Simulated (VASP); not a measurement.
Set up this calculation in VASP 6.6.1, as the native input.

* Task: single point
* Functional: PBE
* Potentials or basis: VASP PAW PBE potentials, release 64 (B, Os, Lu)
* Cutoff: 520 eV
* k mesh: 3 × 3 × 4
* Occupations: methfessel-paxton, width 0.15 eV
* Spin: no spin polarisation
* Dipole correction: no
* Further INCAR settings: ALGO = Normal; EDIFF = 1e-06; NBANDS = 36

The structure of LuB2Os3 lies in POSCAR:

```
LuB2Os3
1.0
    4.5037960000      0.6592820000      0.2739790000
   -0.5288380000      4.5422550000     -0.8218620000
   -0.4312670000      1.2667250000      4.0114430000
B Os Lu
2 3 1
Direct
    0.2458080430      0.4812059719      0.0655887821
    0.9172212161      0.1057097135      0.1766769327
    0.4934608243      0.6346272680      0.4399591699
    0.7177852234      0.4592659862      0.9807518602
    0.9933826614      0.6400989010      0.4699159317
    0.2624869867      0.1080952700      0.6841885757
```

The cell was built by a generator and needn't be a form met in nature.

One way to write it, as run:

INCAR

```
ALGO = Normal
EDIFF = 1E-6
ENCUT = 520
GGA = PE
ISIF = 2
ISMEAR = 1
LASPH = T
LCHARG = T
LELF = T
LREAL = F
LVHAR = T
LWAVE = F
NBANDS = 36
NELM = 100
PREC = Accurate
SIGMA = 0.15
```

KPOINTS

```
k-points
0
Gamma
  3 3 4
```

Potentials or basis: VASP PAW PBE potentials, release 64 (B, Os, Lu).

Launch:

```console
$ cat potpaw_PBE.64/B/POTCAR potpaw_PBE.64/Os/POTCAR potpaw_PBE.64/Lu/POTCAR > POTCAR
$ mpirun -np 1 vasp_std > vasp.out
```

It gave:

| Quantity | Value |
| --- | --- |
| Pressure | 24.0 GPa |
| Largest force | 3.269 eV/Å |
| Band gap on the k mesh | none (metal or under the smearing width) |

Caveat: the k mesh is coarse (spacing up to 0.46 Å⁻¹), so the values aren't converged; so large a pressure means that the cell lies far from this level's equilibrium, or that cutoff or potentials fall short.

It took 31 s on 1 thread of Intel(R) Xeon(R) 6975P-C (Granite Rapids), with other jobs on the host, peak memory 0.23 GiB.
